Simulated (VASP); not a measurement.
Calculation: PBE GGA with spin-orbit coupling, VASP's PBE PAW potentials (set 64) (plane waves; VASP 6.6.1).

The input files of a VASP run:

### POSCAR
```
Ta
1
   -1.6597305179     1.6597305179     1.6597305179
    1.6597305179    -1.6597305179     1.6597305179
    1.6597305179     1.6597305179    -1.6597305179
Ta
1
Direct
  0.0000000000   0.0000000000   0.0000000000
```

INCAR:
```
SYSTEM = Ta
PREC = Accurate; ENCUT = 400; LREAL = F
LASPH = T
EDIFF = 1E-6; NELM = 100; ALGO = Normal
LMAXMIX = 6
ISMEAR = 0; SIGMA = 0.05
GGA = PE; GGA_COMPAT = F
MAGMOM = 3*0; LSORBIT = T
LWAVE = F; LCHARG = F
```

File KPOINTS:
```
K-points
0
Gamma
 14 14 14
0 0 0
```

### KPOINTS_OPT
```
k-points along high-symmetry lines
8
Line-mode
Reciprocal
  0.000000   0.000000   0.000000 ! GAMMA
  0.500000  -0.500000   0.500000 ! H

  0.500000  -0.500000   0.500000 ! H
  0.000000  -0.000000   0.500000 ! N

  0.000000  -0.000000   0.500000 ! N
  0.000000   0.000000   0.000000 ! GAMMA

  0.000000   0.000000   0.000000 ! GAMMA
  0.250000   0.250000   0.250000 ! P

  0.250000   0.250000   0.250000 ! P
  0.500000  -0.500000   0.500000 ! H

  0.250000   0.250000   0.250000 ! P
  0.000000  -0.000000   0.500000 ! N
```

POTCAR, in this order: Ta_pv (PBE.64 set). Program: vasp_ncl.

### Question
What will the output report for the number of irreducible k-points (NKPTS), number of bands (NBANDS), largest plane-wave count, number of space-group operations, FFT grid (NGX, NGY, NGZ)?

### Answer

```yaml
number of irreducible k-points (NKPTS): 104
number of bands (NBANDS): 18
largest_plane_wave_count: 740
number_of_space_group_operations: 48
FFT grid (NGX, NGY, NGZ): 20 × 20 × 20
```

The compound is Ta in the bcc structure. It was relaxed first.
